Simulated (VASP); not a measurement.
```
Ta
1.0
    2.86247     0.00000     0.00000
   -0.95416     2.69877     0.00000
    0.00000     0.00000    24.37289
Ta
4
Direct
  0.75000   0.25000   0.35616
  0.25000   0.75000   0.45205
  0.75000   0.25000   0.54795
  0.25000   0.75000   0.64384
```

Computed with r2SCAN meta-GGA, VASP's PBE PAW potentials (set 64) (plane waves; VASP). Settings: PREC = Normal, EDIFF = 1E-5, 400 eV cut-off, 10×10×1 Γ-centred mesh, first-order Methfessel-Paxton smearing of 0.10 eV, potentials Ta_pv.

Problem. The ions are relaxed. Which structure does the run end with?

Solution. 
```
Ta
1.0
    2.86247     0.00000     0.00000
   -0.95416     2.69877     0.00000
    0.00000     0.00000    24.37289
Ta
4
Direct
  0.75000   0.25000   0.36024
  0.25000   0.75000   0.45170
  0.75000   0.25000   0.54830
  0.25000   0.75000   0.63976
```

Problem. How much energy does the relaxation gain?

Solution. The energy (σ→0) changes by -15.7 meV/atom, in 9 ionic steps.

The cell is a thin slab with vacuum, built from Ta (bcc): (110) face.
